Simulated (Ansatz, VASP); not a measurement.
# InNi3N in two plane-wave programs, part 2 of 2

One calculation is typed for both programs; each brings its own data sets. How far apart do they land? The cell is taken from a series of runs on this material, whose earlier steps may have relaxed, scaled, displaced or heated it; both programs get it as it stands.

VASP 6.6.1 and Ansatz 0.2.0.

So far. Step 2 (Ansatz: single point, PBEsol, pair 1): The run ends at a pressure of -3.26 GPa. Step 5 (VASP: single point, PBEsol, pair 2): The run ends at a pressure of 7.14 GPa.

### Step 6. Ansatz: single point, PBEsol, pair 2

Level of this step: Ansatz beside VASP: Kohn-Sham DFT, plane waves, PBEsol (Ansatz).

The same cell, functional, mesh and smearing now go to Ansatz, which takes its cutoff from its data sets.

The cell is taken from a series of runs on this material, whose earlier steps may have relaxed, scaled, displaced or heated it; both programs get it as it stands.

Input file input.yaml:

```yaml
crystal:
  lattice:
    - [3.780250607, 0.0, 0.0]
    - [0.0, 3.780250607, 0.0]
    - [0.0, 0.0, 3.780250607]
  atoms:
    - { symbol: In, position: [0.0, 0.0, 0.0] }
    - { symbol: Ni, position: [0.5, 0.5, 0.0] }
    - { symbol: Ni, position: [0.5, 0.0, 0.5] }
    - { symbol: Ni, position: [0.0, 0.5, 0.5] }
    - { symbol: "N", position: [0.5, 0.5, 0.5] }
kpoints:
  mp_grid: { grid: [12, 12, 12] }
hamiltonian:
  xc: pbesol
  pseudopotentials: { kind: paw, azcp: { folder: soft_1 }, xc_functional: pbe }
scf:
  occupations: { method: methfessel_paxton, width: 0.2 }
output:
  forces: true
  stress: true
  eigenvalues: true
  write_density: true
  write_potential: true
  elf: true
  volumetric_format: npy
```

Command:

```console
$ ansatz run input.yaml --threads 4 --pin off --max-ram 10240MiB --backend cpu --events-out ev --progress --plain --runs-dir out
```

Numbers of over 12 decimals in the logs are rounded to 6 here.

What it wrote:

```text
[...]
Crystal: 5 atoms, lattice volume = 54.021 Å³
Basis set: ecut = 420 eV, 1021 PW (Γ), exchange–correlation on 54×54×54 points (8 copies of the dense FFT grid, shifted against one another)
Bands: 44, of which v1, the nominal top of the filled ones, is band 36 counted from 1 (35 counted from 0)
Symmetry: 48 space group operations
[...]
k-points: 84 of 1728
[...]
k-point 0: bands = [... 32 lower, 17.1942, 17.1942, 17.1942, 17.3338, 19.1023, 20.4550, 20.4550, 20.4550, ... 4 higher]
  k-point 1: bands = [... 32 lower, 17.1943, 17.1982, 17.1982, 17.3068, 19.1304, 20.1993, 20.5592, 20.5592, ... 4 higher]
  k-point 2: bands = [... 32 lower, 17.1945, 17.2110, 17.2110, 17.2273, 19.2226, 19.7813, 20.8418, 20.8418, ... 4 higher]
  k-point 83: bands = [... 32 lower, 16.6979, 17.1749, 17.1749, 17.1749, 18.7960, 18.7960, 18.7960, 19.6722, ... 4 higher]
[key lines of the parts left out:]
SCF converged after 9 iterations
Free energy (F): -23319.691031 eV
Fermi energy:    18.119079 eV
P = ⅓ Tr σ = 6.8673 GPa (68.673 kbar)
```

The run ends at a pressure of 6.87 GPa.

### Step 7. Side by side

What differs besides the data sets and the points named for the pairs above, as far as they apply: the data sets hold 72 valence electrons in Ansatz (on its PAW soft_1 files) and 48 in VASP. Total energies have different zeros and are not compared.

Compared:

| quantity | Ansatz | VASP | difference |
| --- | --- | --- | --- |
| pressure (GPa) | 6.87 | 7.13 | -0.27 |

### Step 8. VASP: single point, PBEsol, pair 3

With cell and atoms fixed, the geometry can't cause a difference; cores, projectors, grids and the points listed under the comparison can. The cell compared in this pair holds 57.36 Å³, against 54.02 Å³ for the pair before.

Input file INCAR:

```
SYSTEM = InNi3N
PREC = Accurate
ENCUT = 600
EDIFF = 1E-06
NELM = 120
ISMEAR = 1
SIGMA = 0.2
LREAL = .FALSE.
ALGO = Normal
GGA = PS
NBANDS = 30
LASPH = .TRUE.
LORBIT = 11
LWAVE = .FALSE.
LCHARG = .FALSE.
ISIF = 2
GGA_COMPAT = .FALSE.
KPAR = 2
```

Input file POSCAR:

```
InNi3N
1.0
    3.8566398872      0.0000000000      0.0000000000
    0.0000000000      3.8566398872      0.0000000000
    0.0000000000      0.0000000000      3.8566398872
In Ni N
1 3 1
Direct
    0.0000000000      0.0000000000      0.0000000000
    0.5000000000      0.5000000000      0.0000000000
    0.5000000000      0.0000000000      0.5000000000
    0.0000000000      0.5000000000      0.5000000000
    0.5000000000      0.5000000000      0.5000000000
```

Input file KPOINTS:

```
Automatic mesh
0
Gamma
12 12 12
0 0 0
```

PAW data sets: In_d, Ni and N (PBE family, release 64).

Command:

```console
$ mpirun -np 2 vasp_std
```

What it wrote:

```text
[... set-up lines as in an earlier step ...]
 entering main loop
       N       E                     dE             d eps       ncg     rms          rms(c)
DAV:   1     0.416880189835E+03    0.41688E+03   -0.24257E+04  5088   0.259E+03
DAV:   2     0.144939741280E+02   -0.40239E+03   -0.38424E+03  5064   0.489E+02
DAV:   3    -0.330833164976E+02   -0.47577E+02   -0.45189E+02  6042   0.188E+02
DAV:   4    -0.352368849120E+02   -0.21536E+01   -0.21215E+01  5754   0.399E+01
[...]
DAV:  13    -0.308686826559E+02    0.84778E-05   -0.76802E-05  7514   0.979E-02    0.334E-02
DAV:  14    -0.308686837899E+02   -0.11340E-05   -0.12796E-05  5790   0.235E-02    0.334E-02
DAV:  15    -0.308686840066E+02   -0.21673E-06   -0.34534E-07  3430   0.497E-03
   1 F= -.30868684E+02 E0= -.30869021E+02  d E =0.101112E-02
```

Parts of OUTCAR (step 8):

```text
  Total       -1.9697605     -1.9697605     -1.9697605      0.0000000      0.0000000      0.0000000
  in kB      -55.0169800    -55.0169800    -55.0169800      0.0000000      0.0000000      0.0000000
  external PRESSURE =     -55.0169800 kB  Pullay stress =       0.0000000 kB

 POSITION                                       TOTAL-FORCE (eV/Angst)
 -----------------------------------------------------------------------------------
      0.00000      0.00000      0.00000         0.000000      0.000000      0.000000
      1.92832      1.92832      0.00000         0.000000      0.000000      0.000000
      1.92832      0.00000      1.92832         0.000000      0.000000      0.000000
      0.00000      1.92832      1.92832         0.000000      0.000000      0.000000
      1.92832      1.92832      1.92832         0.000000      0.000000      0.000000
 -----------------------------------------------------------------------------------
    total drift:                                0.000000     -0.000000     -0.000000

  FREE ENERGIE OF THE ION-ELECTRON SYSTEM (eV)
  ---------------------------------------------------
  free  energy   TOTEN  =       -30.8686840066 eV

  energy  without entropy=      -30.8696951301  energy(sigma->0) =      -30.86902105

[... 1 part as in an earlier step ...]

[... 2 further parts left out ...]
[key lines of the parts left out:]
E-fermi :  10.2480
```

The run ends at a pressure of -5.50 GPa.

### Step 9. Ansatz: single point, PBEsol, pair 3

The same cell, functional, mesh and smearing now go to Ansatz, which takes its cutoff from its data sets.

The cell is taken from a series of runs on this material, whose earlier steps may have relaxed, scaled, displaced or heated it; both programs get it as it stands.

input.yaml, the sections that differ from step 6:

```yaml
crystal:
  lattice:
    - [3.8566398872, 0.0, 0.0]
    - [0.0, 3.8566398872, 0.0]
    - [0.0, 0.0, 3.8566398872]
  atoms:
    - { symbol: In, position: [0.0, 0.0, 0.0] }
    - { symbol: Ni, position: [0.5, 0.5, 0.0] }
    - { symbol: Ni, position: [0.5, 0.0, 0.5] }
    - { symbol: Ni, position: [0.0, 0.5, 0.5] }
    - { symbol: "N", position: [0.5, 0.5, 0.5] }
output:
  forces: true
  stress: true
  eigenvalues: true
# kpoints, hamiltonian, scf: as in step 6
```

Command:

```console
$ ansatz run input.yaml --threads 4 --pin off --max-ram 10240MiB --backend cpu --events-out ev --progress --plain --runs-dir out
```

What it wrote:

```text
[...]
Crystal: 5 atoms, lattice volume = 57.362 Å³
Basis set: ecut = 420 eV, 1141 PW (Γ), exchange–correlation on 54×54×54 points (8 copies of the dense FFT grid, shifted against one another)
Bands: 44, of which v1, the nominal top of the filled ones, is band 36 counted from 1 (35 counted from 0)
Symmetry: 48 space group operations
[...]
k-points: 84 of 1728
[...]
k-point 0: bands = [... 32 lower, 15.9224, 15.9224, 15.9224, 16.0646, 17.5477, 19.0758, 19.0758, 19.0758, ... 4 higher]
  k-point 1: bands = [... 32 lower, 15.9224, 15.9261, 15.9261, 16.0404, 17.5818, 18.7970, 19.1716, 19.1716, ... 4 higher]
  k-point 2: bands = [... 32 lower, 15.9226, 15.9382, 15.9382, 15.9688, 17.6873, 18.3382, 19.4320, 19.4320, ... 4 higher]
  k-point 83: bands = [... 32 lower, 15.4776, 15.9132, 15.9132, 15.9132, 17.3747, 17.3747, 17.3747, 18.1031, ... 4 higher]
[key lines of the parts left out:]
SCF converged after 9 iterations
Free energy (F): -23319.694845 eV
Fermi energy:    16.769784 eV
P = ⅓ Tr σ = -5.7692 GPa (-57.692 kbar)
```

The run ends at a pressure of -5.77 GPa.

### Step 10. Differences

What differs besides the data sets and the points named for the pairs above, as far as they apply: the data sets hold 72 valence electrons in Ansatz (on its PAW soft_1 files) and 48 in VASP. Total energies have different zeros and are not compared.

Both answers:

| quantity | Ansatz | VASP | difference |
| --- | --- | --- | --- |
| pressure (GPa) | -5.77 | -5.50 | -0.27 |

### Step 11. Results

```yaml
difference_in_pressure_single_point_pbesol_pair_1: -0.14 GPa
difference_in_pressure_single_point_pbesol_pair_2: -0.27 GPa
difference_in_pressure_single_point_pbesol_pair_3: -0.27 GPa
```

What this shows: The difference in pressure is -0.27 GPa (single point, PBEsol, pair 2), within the 1 GPa picked in this series as the mark of a large difference. The data sets hold unlike numbers of valence electrons (72 in Ansatz and 48 in VASP), so part of the differences comes from the potentials. How closely two codes agree says nothing of how well the functional describes the real material.

[Lines on the potential files, build, host, timing and source positions are cut from VASP's logs without a mark.]

[Logs are printed without paths, hosts, clocks, repeated set-up lines and the standing remarks that a program may print on its own settings, such as how far it seeks lower states.]

[Hosts, paths, dates, database ids (printed as entryN), source tags and the programs' standing remarks are cut or masked in the printed files.]
